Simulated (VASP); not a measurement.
```xyz
2
Lattice="0.0000 3.4450 3.4450 3.4450 0.0000 3.4450 3.4450 3.4450 0.0000" Properties=species:S:1:pos:R:3 pbc="T T T"
Rb     0.0000     0.0000     0.0000
Br     3.4450     3.4450     3.4450
```

The base run (VASP): PBE GGA, plane waves, VASP's PBE PAW potentials (set 64). Settings: 400 eV cut-off, 6×6×6 Γ-centred mesh, Gaussian smearing of 0.050 eV, potentials Rb_sv Br.

One setting is varied; ΔE counts from the most expensive setting. The base run took about 9 core-seconds. Times come from single runs on busy shared machines, so they are rough: good to a factor of about 2.

Pressures at a finite cut-off, here 400 eV, hold a Pulay part, which this task's highest cut-off puts under 0.2 GPa.

| setting | cost over the base run | electronic steps | ΔE (meV/atom) | pressure (GPa) |
|---|---|---|---|---|
| KPOINTS 1×1×1 Γ-centred mesh | about 1/3 | 12 | 1340.3 | 10.10 |
| KPOINTS 3×3×3 Γ-centred mesh | within a factor of 2 | 13 | 1.5 | 0.77 |
| KPOINTS 4×4×4 Γ-centred mesh | within a factor of 2 | 13 | 0.1 | 0.75 |
| base run | reference | 13 | 0.0 | 0.75 |
| KPOINTS 7×7×7 Γ-centred mesh | within a factor of 2 | 13 | 0.0 | 0.75 |
| KPOINTS 9×9×9 Γ-centred mesh | within a factor of 2 | 13 | 0.0 | 0.75 |
| KPOINTS 11×11×11 Γ-centred mesh | about 3 times | 13 | 0.0 | 0.75 |

Left out are runs that failed, have no time on record or changed the cell.

The compound is RbBr in the rock salt structure. The cell was not relaxed at this level.
